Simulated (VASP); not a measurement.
```yaml
crystal:
  lattice:
    - [2.81596, 0.00000, 0.00000]
    - [0.00000, 2.84413, 0.00000]
    - [0.00000, 0.00000, 2.88800]
  atoms:
    - { symbol: Cr, position: [0.00000, 0.00000, 0.00000], spin: 1.5 }
    - { symbol: Cr, position: [0.50858, 0.50000, 0.50000], spin: -1.5 }
```

All values below come from PBE GGA, VASP's PBE PAW potentials (set 64) (plane waves; VASP 6.6.1). Numerical set-up: 400 eV cut-off, 8×8×7 Γ-centred mesh, first-order Methfessel-Paxton smearing of 0.10 eV, potentials Cr_pv.

Problem. Which forces act on the atoms, in eV/Å?

Solution. 
```json
[
 {"atom": "Cr1", "Fx": "0.141", "Fy": "0.000", "Fz": "0.000"},
 {"atom": "Cr2", "Fx": "-0.141", "Fy": "0.000", "Fz": "0.000"}
]
```

Problem. Give the stress tensor in GPa (positive for a compressed cell).

Solution. 
```
 6.85   0.00   0.00
 0.00   3.06   0.00
 0.00   0.00  -2.29
```
The pressure is its mean diagonal, 2.54 GPa.

The compound is Cr in the bcc, AFM order structure. The cell was not relaxed at this level. The k-mesh is coarse (spacing up to 0.31 per Å, 2π included), so the numbers may not be converged in it. The run is one of a series of settings (KPOINTS 8×8×7 Γ-centred mesh against the base run), some of them coarse on purpose.
